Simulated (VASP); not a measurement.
These are HSE06 screened hybrid, VASP's PBE PAW potentials (set 64) (plane waves; VASP) values and carry that method's errors.

VASP input:

### POSCAR
```
B atom
26.0
  0.4615384615   0.0000000000   0.0000000000
  0.0000000000   0.4807692308   0.0000000000
  0.0000000000   0.0000000000   0.5000000000
B
1
Direct
  0.0000000000   0.0000000000   0.0000000000
```

### INCAR
```
SYSTEM=B atom
PREC=Normal; ENCUT=520; LREAL=.FALSE.
LASPH=.TRUE.; ISYM=0
EDIFF=1E-6; NELM=200; ALGO=All
ISMEAR=0; SIGMA=0.01
GGA=PE; LHFCALC=.TRUE.; AEXX=0.25
HFSCREEN=0.2; PRECFOCK=Fast
ISPIN=2; MAGMOM=1; NUPDOWN=1
LWAVE=.FALSE.; LCHARG=.FALSE.; LORBIT=10
```

**KPOINTS**
```
Automatic mesh
0
Gamma
1 1 1
0 0 0
```

POTCAR, in this order: B (PBE.64 set). Program: vasp_gam. Read from the step before: WAVECAR.

Output of the run:

File OUTCAR:
```
 ion  position               nearest neighbor table
   1  0.000  0.000  0.000-
 Subroutine IBZKPT returns following result:
 Found      1 irreducible k-points:

 Following reciprocal coordinates:
            Coordinates               Weight
  0.000000  0.000000  0.000000      1.000000
 Subroutine IBZKPT_HF returns following result:
   k-points           NKPTS =      1   k-points in BZ     NKDIM =      1   number of bands    NBANDS=      6
   number of dos      NEDOS =    301   number of ions     NIONS =      1
   total plane-waves  NPLWV = 392000
   dimension x,y,z NGX =    70 NGY =   70 NGZ =   80
   dimension x,y,z NGXF=   140 NGYF=  140 NGZF=  160
   ions per type =               1
   PREC   = normal    normal or accurate (medium, high low for compatibility)
   ISTART =      1    job   : 0-new  1-cont  2-samecut
   ICHARG =      0    charge: 1-file 2-atom 10-const
   ISPIN  =      2    spin polarized calculation?
   LNONCOLLINEAR =      F non collinear calculations
   LSORBIT =      F    spin-orbit coupling
   INIWAV =      1    electr: 0-lowe 1-rand  2-diag
   ENCUT  =  520.0 eV  38.22 Ry    6.18 a.u.  22.31 23.24 24.17*2*pi/ulx,y,z
   NELM   =    200;   NELMIN=  2; NELMDL=  0     # of ELM steps
   EDIFF  = 0.1E-05   stopping-criterion for ELM
...
```

**OSZICAR**
```
       N       E                     dE             d eps       ncg     rms           ort
SDA:   1    -0.496513018084E+00   -0.49651E+00    0.00000E+00     6   0.342E-01   0.000E+00
CGA:   2    -0.510047677044E+00   -0.13535E-01   -0.13377E-01     6   0.402E-02  -0.227E-03
SDA:   3    -0.114178935828E+01   -0.63174E+00   -0.64304E+00     6   0.129E+00  -0.817E-02
SDA:   4    -0.118747152860E+01   -0.45682E-01   -0.10087E+00     6   0.137E+00  -0.823E-01
CGA:   5    -0.122387928836E+01   -0.36408E-01   -0.36441E-01     6   0.752E-02   0.685E-04
CGA:   6    -0.122631255340E+01   -0.24333E-02   -0.24333E-02     6   0.818E-03   0.386E-06
CGA:   7    -0.122661183502E+01   -0.29928E-03   -0.29926E-03     6   0.132E-03   0.299E-06
CGA:   8    -0.122667572997E+01   -0.63895E-04   -0.63818E-04     6   0.342E-04   0.443E-06
CGA:   9    -0.122669035889E+01   -0.14629E-04   -0.14598E-04     6   0.677E-05   0.416E-06
CGA:  10    -0.122669308774E+01   -0.27289E-05   -0.27245E-05     6   0.122E-05   0.120E-06
CGA:  11    -0.122669367468E+01   -0.58693E-06   -0.58449E-06     6   0.552E-06   0.236E-07
   1 F= -.12266937E+01 E0= -.12266937E+01  d E =-.229489E-18  mag=     1.0000
```

### OUTCAR
```
------------------------ aborting loop because EDIFF is reached ----------------------------------------
  volume of cell :     1950.00
      direct lattice vectors                 reciprocal lattice vectors
    12.000000000  0.000000000  0.000000000     0.083333333  0.000000000  0.000000000
     0.000000000 12.500000000  0.000000000     0.000000000  0.080000000  0.000000000
     0.000000000  0.000000000 13.000000000     0.000000000  0.000000000  0.076923077
 POSITION                                       TOTAL-FORCE (eV/Angst)
 -----------------------------------------------------------------------------------
      0.00000      0.00000      0.00000         0.000000      0.000000      0.000001
 -----------------------------------------------------------------------------------
    total drift:                                0.000000      0.000000      0.000001
  FREE ENERGIE OF THE ION-ELECTRON SYSTEM (eV)
  ---------------------------------------------------
  free  energy   TOTEN  =        -1.2266936747 eV

  energy  without entropy=       -1.2266936747  energy(sigma->0) =       -1.22669367

  exchange ACFDT corr.  =         0.00000000  see jH, gK, PRB 81, 115126

 total charge

# of ion       s       p       d       tot
------------------------------------------
    1        0.946   0.409   0.000   1.356

 magnetization (x)

# of ion       s       p       d       tot
------------------------------------------
    1        0.013   0.409   0.000   0.422
```
(Selected blocks of OUTCAR.)

**OUTCAR**
```
 val. band max:       -4.9275686150   @ k =   0.0000   0.0000   0.0000

 cond. band min:      -2.7716734117   @ k =   0.0000   0.0000   0.0000


 Fermi energy:        -4.8603335748

 spin component 1

 k-point     1 :       0.0000    0.0000    0.0000
  band No.  band energies     occupation
      1     -10.6601      1.00000
      2      -4.9276      1.00000
      3      -2.7717      0.00000
      4      -2.7705      0.00000
      5      -0.2522      0.00000
      6       0.6086      0.00000

 Fermi energy:        -9.3255599913

 spin component 2

 k-point     1 :       0.0000    0.0000    0.0000
  band No.  band energies     occupation
      1      -9.3879      1.00000
      2      -2.4916      0.00000
      3      -2.4915      0.00000
      4      -1.3146      0.00000
      5      -0.0643      0.00000
      6       0.8423      0.00000
```

The atom may not be in its lowest state.

The cell is a free atom in a box.
